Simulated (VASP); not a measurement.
Consider the following.

```
CELL_PARAMETERS angstrom
      2.88000     0.00000     0.00000
      0.00000     2.88000     0.00000
      0.00000     0.00000     2.88000
ATOMIC_POSITIONS crystal
  Ga 0.50000 0.50000 0.50000
  Co 0.00000 0.00000 0.00000
```

Computed with PBE GGA with D3 dispersion (zero damping), VASP's PBE PAW potentials (set 64) (plane waves; VASP 6.6.1). Run with 520 eV cut-off, 11×11×11 Γ-centred mesh, first-order Methfessel-Paxton smearing of 0.10 eV, potentials Ga_d Co.

Energy and stress use the plane-wave basis of the starting cell.

Q: The ions, cell shape and volume are relaxed. Predict the relaxed structure.

A: 
```
CELL_PARAMETERS angstrom
      2.85048     0.00000     0.00000
      0.00000     2.85048     0.00000
      0.00000     0.00000     2.85048
ATOMIC_POSITIONS crystal
  Ga 0.50000 0.50000 0.50000
  Co 0.00000 0.00000 0.00000
```
Space group Pm-3m (221), at a tolerance of 0.03 Å.

Q: How do energy and volume change from the first to the last step?

A: The energy (σ→0) changes by -6.6 meV/atom and the volume by -3.0 %, in 3 ionic steps.

The compound is CoGa in the CsCl type structure. This run relaxes it. Symmetry was kept, so distortions that lower it aren't found. The run is not spin-polarised, so no magnetic state was tried.
